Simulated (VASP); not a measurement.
Calculation: optB86b-vdW, VASP's PBE PAW potentials (set 64) (plane waves; VASP).

VASP input:

KPOINTS:
```
Regular mesh
0
gamma
 7 7 7
```

INCAR:
```
! general
SYSTEM   = NaI
PREC     = Accurate
ENCUT    = 520
LREAL    = .FALSE.
LASPH    = .TRUE.

! electronic loop
EDIFF    = 1E-6
NELM     = 100
ALGO     = Normal
LMAXMIX  = 4

! smearing
ISMEAR   = 0
SIGMA    = 0.05

! functional
GGA      = MK
LUSE_VDW = .TRUE.
AGGAC    = 0.0
PARAM1   = 0.1234
PARAM2   = 1.0

! ions
IBRION   = 2
NSW      = 60
ISIF     = 3
EDIFFG   = -0.01

! output
LWAVE    = .FALSE.
LCHARG   = .FALSE.
```

POSCAR:
```
NaI
1
    0.0000000000     3.2350000000     3.2350000000
    3.2350000000     0.0000000000     3.2350000000
    3.2350000000     3.2350000000     0.0000000000
Na I
1 1
Direct
  0.0000000000   0.0000000000   0.0000000000
  0.5000000000   0.5000000000   0.5000000000
```

POTCAR, in this order: Na_pv I (PBE.64 set). Program: vasp_std.

Unless said otherwise, spin-orbit coupling is left out, though it shifts the bands of the heavy elements here.

Question: Estimate the energy per atom (σ→0), volume per atom, band gap (on the k-mesh).

Answer: 
```
Item                              Result
------------------------  --------------
energy per atom (σ→0)     -0.695 eV/atom
band gap (on the k-mesh)         3.70 eV
volume per atom            33.27 Å³/atom
```

**OSZICAR**
```
...
DAV:   4    -0.139091646160E+01    0.10300E-04   -0.32543E-05   490   0.621E-02    0.820E-02
DAV:   5    -0.139088876730E+01    0.27694E-04   -0.37170E-06   475   0.227E-02    0.179E-02
DAV:   6    -0.139087899201E+01    0.97753E-05   -0.12823E-05   497   0.472E-02    0.359E-02
DAV:   7    -0.139088062762E+01   -0.16356E-05   -0.40284E-07   235   0.646E-03    0.135E-02
DAV:   8    -0.139088231917E+01   -0.16916E-05   -0.35385E-07   238   0.631E-03    0.538E-02
DAV:   9    -0.139088031485E+01    0.20043E-05   -0.32060E-07   235   0.619E-03    0.714E-03
DAV:  10    -0.139088003949E+01    0.27536E-06   -0.45410E-08   238   0.218E-03
   3 F= -.13908800E+01 E0= -.13908800E+01  d E =-.139193E-02
```

The compound is NaI in the rock salt structure. This run relaxes it. Symmetry was kept, so distortions that lower it aren't found.
